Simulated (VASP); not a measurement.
Given:

```
CELL_PARAMETERS angstrom
      6.35188     0.00000     0.00000
      0.00000     8.98291     0.00000
      0.00000     0.00000    20.75810
ATOMIC_POSITIONS crystal
  Sn 0.00000 0.62500 0.44574
  Sn 0.50000 0.37500 0.33722
  Sn 0.50000 0.87500 0.33722
  Sn 0.00000 0.12500 0.44574
  Sn 0.00000 0.12500 0.66278
  Sn 0.50000 0.87500 0.55426
  Sn 0.50000 0.37500 0.55426
  Sn 0.00000 0.62500 0.66278
  Te 0.00000 0.87500 0.33722
  Te 0.50000 0.12500 0.44574
  Te 0.50000 0.62500 0.44574
  Te 0.00000 0.37500 0.33722
  Te 0.00000 0.37500 0.55426
  Te 0.50000 0.62500 0.66278
  Te 0.50000 0.12500 0.66278
  Te 0.00000 0.87500 0.55426
```

These are LDA (Ceperley-Alder, Perdew-Zunger), VASP's LDA PAW potentials (set 64) (plane waves; VASP 6.6.1) values and carry that method's errors. Run with LREAL = Auto, 300 eV cut-off, 3×2×1 Γ-centred mesh, Fermi-Dirac smearing of 0.050 eV, potentials Sn_d Te.

The cell holds a wide vacuum, so values per volume refer to the whole cell.

Question: Estimate the energy per atom (σ→0), largest force.

Answer: 
| Property | Value |
|---|---|
| energy per atom (σ→0) | -4.170 eV/atom |
| largest force | 0.994 eV/Å |

Total energies compare only between runs with the same potentials, cut-off and functional.

The cell is a sheet with vacuum, built from a database entry that may be metastable or hypothetical.
